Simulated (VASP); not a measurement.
The system is CsLiCr2Te2S3.

```
Cs Li Cr Te S
1.0
     4.73749    0.00000    0.00000
     0.00000    4.73749    0.00000
     0.00000    0.00000   10.81865
Cs Li Cr Te S
1 1 2 2 3
Direct
  0.00000 0.00000 0.96550
  0.00000 0.00000 0.64177
  0.50000 0.50000 0.17633
  0.50000 0.50000 0.76186
  0.00000 0.50000 0.29409
  0.50000 0.00000 0.29409
  0.50000 0.50000 0.97158
  0.00000 0.50000 0.70731
  0.50000 0.00000 0.70731
```

The cell was built by a generator and needn't be a form met in nature.

Base run:

```yaml
Program: VASP 6.6.1
Functional: PBE
Potentials_or_basis: VASP PAW PBE potentials, release 64 (Cs_sv, Li_sv, Cr_pv, Te, S)
Cutoff: 520 eV
k_mesh: 6 × 6 × 4
Occupations: gaussian, width 0.1 eV
Spin: collinear spin, ferromagnetic start
Starting_moments: "[0.0, 0.0, 3.0, 3.0, 0.0, 0.0, 0.0, 0.0, 0.0] μB"
```

Its results: net moment 5.68 μB per cell; site moments Cs +0.00; Li +0.01; Cr +2.88, +2.85; Te -0.09; S -0.13, -0.09 μB.

Problem. The run is repeated on the same cell with these changes: functional from PBE to r2SCAN. What comes out?

Solution. Net moment 5.87 μB per cell; site moments Cs -0.00; Li +0.00; Cr +3.20, +3.07; Te -0.12; S -0.16, -0.12 μB.

Caveats: only a ferromagnetic start was run, and an antiferromagnetic order may lie lower in energy.
